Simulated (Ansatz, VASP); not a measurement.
# Cross-check of ZnSe (Stilleite) between VASP and Ansatz, part 2 of 2

Aim: how closely do two programs agree when they are given the same cell, functional and k mesh? The cell is taken from a series of runs on this material, whose earlier steps may have relaxed, scaled, displaced or heated it; both programs get it as it stands.

VASP 6.6.1 and Ansatz 0.2.0.

So far: Starting point; VASP: zone-centre phonons, LDA.

## 3. Ansatz: zone-centre phonons, LDA

Level of this step: Ansatz beside VASP: Kohn-Sham DFT, plane waves, LDA (Ansatz).

Ansatz runs on its default PAW (the set named soft_2) files.

The same cell, functional (in two slightly different forms) and mesh now go to Ansatz, which takes its cutoff from its data sets.

input.yaml reads:

```yaml
crystal:
  lattice:
    - [0.0, 2.8478987395, 2.8478987395]
    - [2.8478987395, 0.0, 2.8478987395]
    - [2.8478987395, 2.8478987395, 0.0]
  atoms:
    - { symbol: Zn, position: [0.0, 0.0, 0.0] }
    - { symbol: Se, position: [0.75, 0.75, 0.75] }
kpoints:
  mp_grid: { grid: [9, 9, 9] }
hamiltonian:
  xc: lda
scf:
  occupations: { method: fixed }
output:
  eigenvalues: true
phonons:
  method: dfpt
  qmesh: [3, 3, 3]
  temperatures: { t_max: 1000, t_step: 50 }
  qpath:
    path:
      - [[0.0, 0.0, 0.0], [-0.5, -0.5, 0.0], [-0.375, -0.375, 0.25]]
      - [[-0.375, 0.0, 0.375], [0.0, 0.0, 0.0], [0.0, 0.0, 0.5], [-0.5, -0.25, 0.25], [-0.5, -0.5, 0.0]]
    npoints: 10
```

The run is started by

```console
$ ansatz run input.yaml --threads 8 --pin off --max-ram 16384MiB --backend cpu --events-out ev --progress --plain --runs-dir out
```

Numbers of over 12 decimals in the logs are rounded to 6 here.

The program printed:

```text
Warning: phonons: the dynamical matrix that this run interpolates holds no multipole term above the dipole-dipole one, and a site of this crystal is no centre of inversion, so its interpolated transverse optical and acoustic branches and sound speeds can stay off near Gamma, and the density of states and the thermodynamics with them. What a run solves at a wave vector of phonons.qpoints, Gamma apart, where the deck admits one, is free of this, and under fd what a larger phonons.supercell samples
Engine: ansatz 0.2.0, aarch64-unknown-linux-gnu
Pseudopotentials: kind: paw
Pseudopotential: Zn, paw, valence charge 12, recommended cutoff 420 eV (normal), Zn.paw.azcp
Pseudopotential: Se, paw, valence charge 16, recommended cutoff 420 eV (normal), Se.paw.azcp
Functional definition: SPW92
  exchange = slater_x
  correlation = pw_c
Crystal: 2 atoms, lattice volume = 46.196 Å³
Basis set: ecut = 420 eV, 893 PW (Γ), exchange–correlation on 54×54×54 points (8 copies of the dense FFT grid, shifted against one another)
Bands: 18, of which v1, the nominal top of the filled ones, is band 14 counted from 1 (13 counted from 0)
Symmetry: 24 space group operations
k-points: 35 of 729 (time reversal used)
Non-local potential: Zn, projectors of the file, l = 0: 2, l = 1: 2, l = 2: 3, l = 3: 1
Non-local potential: Se, projectors of the file, l = 0: 2, l = 1: 2, l = 2: 3, l = 3: 1
PAW form: soft (Blöchl's): semilocal exchange-correlation on the pseudo side does not see the compensation charge
PAW frozen core: Zn, regenerated for the run's functional, and the local potential with it (the file was generated under x = pbe(κ = 0.804, μ = 0.219515), c = pbe(β = 0.066725))
PAW frozen core: Se, regenerated for the run's functional, and the local potential with it (the file was generated under x = pbe(κ = 0.804, μ = 0.219515), c = pbe(β = 0.066725))
PAW one-centre angular grid: Zn, 590 points (default); XC on 64 Gauss nodes
PAW one-centre angular grid: Se, 590 points (default); XC on 64 Gauss nodes
Initial density: superposition of atomic densities (neutral atoms: chi_scale 0, normalization atom), corrected by the library's trained network
Initial wavefunctions: pseudopotential atomic-orbital guess
Functional: x = slater, c = lda
SCF iter   1: F=—  HF=-8630.810918 eV  |F-HF|=—  |Δ(HF+E_count)|=         —  Δρ=5.35e-3  dr2=8.31e-3  ethr=1.77e-3  ⟨swp⟩=5.0  Hψ=2876  notcnv=0  defer=63
preconditioner: auto → none  [insulator: Δε(μ)=0.934 eV  Ē_g=11.774 eV  n_scr=14 (ndim 8)  ℏωp=23.2 eV  f_vac=0.127  ε∞_Penn≈4.9]
SCF iter   2: F=—  HF=-8630.808437 eV  |F-HF|=—  |Δ(HF+E_count)|=   2.48e-3  Δρ=2.05e-3  dr2=9.16e-4  ethr=2.97e-5  ⟨swp⟩=2.0  Hψ=1264  notcnv=0  defer=66
SCF iter   3: F=—  HF=-8630.808324 eV  |F-HF|=—  |Δ(HF+E_count)|=   1.13e-4  Δρ=1.29e-3  dr2=3.33e-4  ethr=3.27e-6  ⟨swp⟩=2.0  Hψ=984  notcnv=0  defer=66
SCF iter   4: F=—  HF=-8630.808266 eV  |F-HF|=—  |Δ(HF+E_count)|=   5.87e-5  Δρ=3.24e-4  dr2=4.85e-5  ethr=1.19e-6  ⟨swp⟩=2.0  Hψ=979  notcnv=0  defer=65
SCF iter   5: F=—  HF=-8630.808241 eV  |F-HF|=—  |Δ(HF+E_count)|=   2.53e-5  Δρ=2.21e-5  dr2=3.22e-7  ethr=1.73e-7  ⟨swp⟩=2.0  Hψ=910  notcnv=0  defer=1
SCF iter   6: F=—  HF=-8630.808240 eV  |F-HF|=—  |Δ(HF+E_count)|=   1.08e-7  Δρ=4.35e-6  dr2=4.26e-9  ethr=1.15e-9  ⟨swp⟩=2.1  Hψ=1037  notcnv=0
SCF iter   7: F=—  HF=-8630.808240 eV  |F-HF|=—  |Δ(HF+E_count)|=  8.97e-10  Δρ=7.55e-7  dr2=1.82e-10  ethr=1.52e-11  ⟨swp⟩=2.5  Hψ=1113  notcnv=0
SCF iter   8: F=-8630.808240 eV  HF=-8630.808240 eV  |F-HF|=0.00e0  |Δ(HF+E_count)|=  4.91e-11  Δρ=7.83e-8  dr2=1.87e-12  ethr=1.00e-12  ⟨swp⟩=6.5  Hψ=3295  notcnv=0
SCF 1 converged in 8 iterations: F = -8630.808240 eV  dr2 = 1.87e-12
  greatest PAW one-centre occupation: 1.000 electrons in one spin orbital (limit 2), on the Se atom at site 1 (counted from 0), in its partial waves of l = 2
k-points: 125 of 729 (irreducible under 4 space group operations, time reversal used)
Initial density: read from a saved state, or passed on in memory by an earlier SCF of this step, an earlier step, the calling program or the single point that the run made first
iter 1 solved again at ethr=2.23e-8 eV; its pass at ethr=3.10e-3 eV (dr2=6.24e-6 eV) is discarded
SCF iter   1: F=—  HF=-8630.808241 eV  |F-HF|=—  |Δ(HF+E_count)|=         —  Δρ=1.96e-7  dr2=1.14e-11  ethr=2.23e-8  ⟨swp⟩=2.9  Hψ=16022  notcnv=0  defer=244
eigensolver tolerance schedule: the retry pair's looser diagonalisation over-reported the residual by 545984.70 of it (diagonalisation noise at an unbounded share of the residual, at the tolerance the schedule requests for it); recorded, not acted on — ethr = c·dr2/N_el stays at c = 1.0e-1
preconditioner: auto → none  [insulator: Δε(μ)=0.973 eV  Ē_g=11.789 eV  n_scr=14 (ndim 8)  ℏωp=23.2 eV  f_vac=0.114  ε∞_Penn≈4.9]
SCF iter   2: F=—  HF=-8630.808240 eV  |F-HF|=—  |Δ(HF+E_count)|=   6.42e-7  Δρ=1.32e-7  dr2=1.15e-11  ethr=1.00e-12  ⟨swp⟩=6.1  Hψ=9657  notcnv=0
SCF iter   3: F=-8630.808240 eV  HF=-8630.808240 eV  |F-HF|=1.82e-12  |Δ(HF+E_count)|=  1.82e-12  Δρ=8.56e-8  dr2=2.21e-12  ethr=1.00e-12  ⟨swp⟩=1.0  Hψ=5000  notcnv=0
SCF 2 converged in 3 iterations: F = -8630.808240 eV  dr2 = 2.21e-12
NSCF: frozen V_eff on 6 k-points
[...]
SCF iter   4: F=-8630.806890 eV  HF=-8630.806890 eV  |F-HF|=4.08e-8  |Δ(HF+E_count)|=   2.92e-7  Δρ=1.26e-5  dr2=4.23e-8  ethr=1.22e-9
SCF 1 converged in 4 iterations: F = -8630.806890 eV  dr2 = 4.23e-8
DFPT response loops at Γ: mixed as the last ones told, above
NSCF: frozen V_eff on 35 k-points
NSCF: frozen V_eff on 75 k-points
DFPT response loops at q = (0, 0, 0) (fractional): mixed as the last ones told, above
NSCF: frozen V_eff on 810 k-points
DFPT response loops at q = (0, 0, 0.333333) (fractional): preconditioner auto → Resta (q_TF=auto, 2.510 Å⁻¹)  ε∞=7.9 (no band partly filled); β = 1.00, the filter's whole step (`scf.mixing.beta` (0.50) is not read by the response loops at its default; to damp them type it under 1.00, their step now; it binds the ground state too); Broyden in place of MSR1
NSCF: frozen V_eff on 450 k-points
DFPT response loops at q = (0, 0.333333, 0.333333) (fractional): mixed as the last ones told, above
NSCF: frozen V_eff on 810 k-points
DFPT response loops at q = (0, 0.333333, -0.333333) (fractional): mixed as the last ones told, above
SCF converged after 8 iterations
Free energy (F): -8630.808240 eV
Harris-Foulkes:  -8630.808240 eV  (|F-HF|=0.00e0)
Internal energy: -8630.808240 eV  (E = F + TS)
E sigma→0 (E₀):  -8630.808240 eV
Fermi energy:    6.251402 eV
--- Per-component energies (eV) ---
  E_band       = -398.663699
  E_kinetic    = 250.420761
  E_local      = -4425.999923  (includes V_loc(G=0)·N_el)
  E_nonlocal   = 27.934788
  E_hartree    = 2042.950366
  E_xc         = -238.687871
  E_vxc        = -151.502339  (∫ρ·V_xc dr)
  E_paw        = -3583.727303  (= ΣΔE_a)
  E_vpaw       = -185.416750  (= ΣTr[D̂ρ^β])
  E_aug_tail   = -0.000951  (compensation charges beyond the density's cutoff)
  E_ewald      = -2707.472611
  E_core_change = 3.774504  (= ΣΔE_core)
  E_smearing   = -0.000000  (= −TS)
  E_closure    = 0.000000  (closes the sum)
  Σ components = -8630.808240   (vs F -8630.808240, Δ=0.00e0)
--- Band table (eV; the first three rows and the last of 35) ---
  k-point 0: bands = [... 10 lower, -0.0067, 6.2514, 6.2514, 6.2514, 7.2245, 11.9713, 11.9713, 11.9713]
  k-point 1: bands = [... 10 lower, -0.0079, 5.0698, 6.1311, 6.1311, 8.1585, 11.8648, 12.1740, 12.1740]
  k-point 2: bands = [... 10 lower, -0.0077, 3.5351, 5.8569, 5.8569, 8.7459, 12.3395, 12.5365, 12.5365]
  k-point 34: bands = [... 10 lower, 0.2553, 1.5979, 3.3979, 3.9219, 11.3447, 11.5440, 12.8807, 14.5047]
--- Phonons (Γ-DFPT): 2 representative perturbations + reference (Σ response iterations 6) ---
  ASR residual: 4.565e-5 → 0.000e0 eV/Å²; symmetrization residual: 1.331e-6 eV/Å²
  ASR residual per site (eV/Å²): 1.54e-5 4.56e-5
  Γ frequencies (cm⁻¹): 0.00 0.00 0.00 193.35 193.35 193.35
  Unit cell's response to a homogeneous field: 3 representative field directions (Σ response iterations 15)
  ε∞ (high-frequency dielectric tensor):
        7.780463     0.000000    -0.000000
        0.000000     7.780463     0.000000
       -0.000000     0.000000     7.780463
  ε⁰ (static dielectric tensor): not given — the deck does not say what the cell's rigid motions are, and on a molecule in a box or a wire the rigid rotations would enter the sum over the modes at Γ. For a crystal or a slab, whose only rigid motions are the translations, set phonons.rigid_motions: translations.
  Born effective charges Z* (e; rows j = field, columns β = displacement):
    site 0:
         2.08138   -0.00000    0.00000
         0.00000    2.08138    0.00000
        -0.00000    0.00000    2.08138
    site 1:
        -2.08138    0.00000   -0.00000
        -0.00000   -2.08138   -0.00000
         0.00000   -0.00000   -2.08138
  Z* charge neutrality: 4.160e-4 e pre-enforcement
  solved inside a basis spanned on the 9×9×9 k-mesh, on 12×12×12 k-points transformed towards the longest dipole: ε∞ is read to err by 2.1e-2, Z* by 1.7e-2 e; Z* is corrected for what the basis lacks
  optical modes at Γ without the LO–TO term, one row a degenerate level:
      ω (cm⁻¹)  modes    IR ((D/Å)²/amu)
        193.35      3             8.3828
  optical modes at Γ + LO–TO along q̂ = [1.0000, 0.0000, 0.0000]:
      ω (cm⁻¹)  modes    IR ((D/Å)²/amu)
        193.35      2             5.5886
        232.30      1             2.7943
  optical modes at Γ + LO–TO along q̂ = [0.0000, 1.0000, 0.0000]:
      ω (cm⁻¹)  modes    IR ((D/Å)²/amu)
        193.35      2             5.5886
        232.30      1             2.7943
  optical modes at Γ + LO–TO along q̂ = [0.0000, 0.0000, 1.0000]:
      ω (cm⁻¹)  modes    IR ((D/Å)²/amu)
        193.35      2             5.5886
        232.30      1             2.7943
--- Phonons (arbitrary-q DFPT): 4 irreducible q on the 3×3×3 mesh ---
  q = [0.0000, 0.0000, 0.0000] (star 1, of the zone-centre solve; hermiticity 5.41e-7, symmetrization 1.22e-11): -0.00 -0.00 -0.00 193.35 193.35 193.35
  q = [0.0000, 0.0000, 0.3333] (star 8, 2 solved perturbations on 405 of 729 k-point pairs; hermiticity 3.45e-7, symmetrization 3.67e-12): 53.41 53.41 134.98 192.11 192.11 212.56
  q = [0.0000, 0.3333, 0.3333] (star 6, 4 solved perturbations in 720 linear systems a pass and spin channel, the states on 225 of 729 k-point pairs; hermiticity 3.90e-7, symmetrization 2.36e-13): 70.80 70.80 138.08 191.88 191.88 215.15
  q = [0.0000, 0.3333, -0.3333] (star 12, 4 solved perturbations in 1260 linear systems a pass and spin channel, the states on 405 of 729 k-point pairs; hermiticity 2.76e-7, symmetrization 2.06e-12): 72.74 96.50 158.92 180.32 191.21 207.38
  sum rule: each row above includes the acoustic sum rule's correction from the zone centre's row sums; it moved no ω² by more than (0.40 cm⁻¹)²
  mesh force constants: q→R imaginary residual 0.00e0; ASR residual 4.565e-5 → 0.000e0 eV/Å²; symmetrization residual 4.441e-15 eV/Å²
  interpolated dispersion: 63 rows × 6 modes
  density of states and harmonic sums: on the 21×21×21 q-mesh, interpolated from the force constants of a 3×3×3 supercell (with the dipole–dipole term)
  largest difference from the sums on the solved wave vectors: F 2.79e-2 eV, S 3.75e-5 and C_V 9.54e-6 eV/K
  zero-point energy: 0.054139 eV/cell   skipped modes (ω ≤ 0): 3   left out of the sums: 5.40e-5 of the cell's modes: C_V's classical limit lies that fraction below 3 k_B per atom; for a crystal, a wire or a layer, F and S can be off by more, and a phonons.interpolated_qmesh denser along its periods is the remedy for the sampling
```

## 4. Side by side

Known differences besides the potentials themselves: the two LDA forms differ slightly; fixed occupations in Ansatz, narrow Gaussian smearing in VASP; VASP's run holds the zone centre alone; VASP's response is taken on the typed mesh, Ansatz refines its own for the field response alone; the data sets hold 28 valence electrons in Ansatz (on its default PAW (the set named soft_2) files) and 18 in VASP; the cutoff is 420 eV in Ansatz and 500 eV in VASP; VASP's log shows a relativistic correction to its local exchange, Ansatz's none. Total energies have different zeros and are not compared.

Compared:

| quantity | Ansatz | VASP | difference |
| --- | --- | --- | --- |
| ε∞ xx | 7.78 | 8.41 | -7.48 % |
| ε∞ yy | 7.78 | 8.41 | -7.48 % |
| ε∞ zz | 7.78 | 8.41 | -7.48 % |
| Born charge of Zn1 (mean of the diagonal) (e) | 2.08 | 2.10 | -0.02 |
| Born charge of Se2 (mean of the diagonal) (e) | -2.08 | -2.10 | +0.02 |
| optical mode 1 to 3 (cm⁻¹) | 193.3 | 196.3 | -1.52 % |

Modes are paired by rising frequency, not by their patterns, so a pair may set unlike modes beside each other; they are those without the splitting of longitudinal modes.

## 5. Outcome

| Property | Result |
| --- | --- |
| difference in ε∞ xx (zone-centre phonons, LDA) | -7.5 % |

In words: The difference in ε∞ xx is -7.5 % (zone-centre phonons, LDA), beyond the 5 % picked in this series as the mark of a large difference. The data sets hold unlike numbers of valence electrons (28 in Ansatz and 18 in VASP), so part of the differences comes from the potentials. What causes the difference of the zone-centre phonons, LDA pair stays open here. How closely two codes agree says nothing of how well the functional describes the real material.

[Lines on the potential files, build, host, timing and source positions are cut from VASP's logs without a mark.]

[Logs are printed without paths, hosts, clocks, repeated set-up lines and the standing remarks that a program may print on its own settings, such as how far it seeks lower states.]

[Hosts, paths, dates, database ids (printed as entryN), source tags and the programs' standing remarks are cut or masked in the printed files.]
